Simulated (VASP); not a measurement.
Here is the system:

```yaml
crystal:
  lattice:
    - [0.00000, 2.26484, 2.26484]
    - [2.26484, 0.00000, 2.26484]
    - [2.26484, 2.26484, 0.00000]
  atoms:
    - { symbol: Pt, position: [0.00000, 0.00000, 0.00000] }
    - { symbol: B, position: [0.50000, 0.50000, 0.50000] }
```

These are PBE GGA, VASP's PBE PAW potentials (set 64) (plane waves; VASP 6.6.1) values and carry that method's errors. Settings: 520 eV cut-off, Gaussian smearing of 0.050 eV, potentials Pt B.

**Question.** Give the energies of bands 2 to 9 at the high-symmetry points, in eV from the Fermi level.

**Answer.** 
```json
[
 {"band": "2", "Γ": "-4.25", "X": "-5.85", "U": "-6.20", "L": "-7.30", "W": "-5.55"},
 {"band": "3", "Γ": "-4.25", "X": "-4.48", "U": "-5.18", "L": "-5.99", "W": "-5.54"},
 {"band": "4", "Γ": "-4.25", "X": "-2.75", "U": "-4.63", "L": "-5.99", "W": "-5.54"},
 {"band": "5", "Γ": "-3.64", "X": "-1.81", "U": "-2.16", "L": "-2.35", "W": "-1.81"},
 {"band": "6", "Γ": "-3.64", "X": "-1.81", "U": "-1.93", "L": "-2.35", "W": "-0.34"},
 {"band": "7", "Γ": "2.16", "X": "-0.35", "U": "-0.35", "L": "-0.65", "W": "-0.34"},
 {"band": "8", "Γ": "2.16", "X": "-0.35", "U": "1.56", "L": "7.35", "W": "0.05"},
 {"band": "9", "Γ": "2.16", "X": "1.36", "U": "2.95", "L": "7.51", "W": "2.26"}
]
```

It has no gap at this level: it comes out as a metal or semimetal.

The structure was generated: PtB was put into the rock salt type (Fm-3m), which need not be its known phase. It was relaxed first, which changed the volume by -13 %. The electron count is odd and the run is not spin-polarised, which forces a metal.
